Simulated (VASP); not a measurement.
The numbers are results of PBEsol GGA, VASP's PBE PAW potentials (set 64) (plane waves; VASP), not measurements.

VASP ran on this input.

KPOINTS:
```
Automatic
0
Gamma
8 8 2
```

**POSCAR**
```
CdHg3Se4
1
    0.0000000000     3.0650849962     3.0650849962
    3.0650849962    -0.0000000000     3.0650849962
   12.2453599357    12.2453599357     0.0149800490
Hg Se Cd
3 4 1
Direct
  0.0003921510   0.0003921510   0.9997058868
  0.9999997218   0.9999997218   0.2500002087
  0.9998447533   0.9998447533   0.5001164350
  0.2498768700   0.2498768700   0.0625923475
  0.2497604172   0.2497604172   0.3126796871
  0.2489224781   0.2489224781   0.5633081414
  0.2515992903   0.2515992903   0.8113005322
  0.9996043183   0.9996043183   0.7502967613
```

**INCAR**
```
ALGO  =  Normal
EDIFF  =  1E-6
EDIFFG  =  -0.02
ENCUT  =  400
GGA  =  PS
IBRION  =  2
ISIF  =  3
ISMEAR  =  1
LASPH  =  T
LCHARG  =  F
LMAXMIX  =  6
LREAL  =  F
LWAVE  =  F
NELM  =  100
NSW  =  60
PREC  =  Accurate
SIGMA  =  0.1
SYSTEM  =  CdHg3Se4
```

POTCAR, in this order: Hg Se Cd (PBE.64 set). Program: vasp_std.

Unless said otherwise, spin-orbit coupling is left out, though it shifts the bands of the heavy elements here.

### Question
Predict the energy per atom (σ→0), volume per atom, band gap (on the k-mesh).

### Answer

* **energy per atom (σ→0)**: -2.574 eV/atom
* **band gap (on the k-mesh)**: none (metal, semimetal or under 0.01 eV)
* **volume per atom**: 28.76 Å³/atom

**OSZICAR**
```
...
   7 F= -.20588002E+02 E0= -.20588154E+02  d E =-.204963E-03
       N       E                     dE             d eps       ncg     rms          rms(c)
DAV:   1    -0.205884415565E+02   -0.43903E-03   -0.10387E-01  1720   0.143E+00    0.115E-01
DAV:   2    -0.205882640300E+02    0.17753E-03   -0.11670E-03  1928   0.204E-01    0.512E-02
DAV:   3    -0.205881921098E+02    0.71920E-04   -0.11069E-04  1957   0.562E-02    0.301E-02
DAV:   4    -0.205881728121E+02    0.19298E-04   -0.33346E-05  1894   0.320E-02    0.882E-03
DAV:   5    -0.205881719815E+02    0.83062E-06   -0.42286E-06  1783   0.130E-02
   8 F= -.20588172E+02 E0= -.20588327E+02  d E =-.169978E-03
```

The structure was generated: CdHg3Se4 was put into an ordered model structure (R3m), which need not be its known phase. This run relaxes it. Symmetry was kept, so distortions that lower it aren't found. The start is the result of an earlier pass.
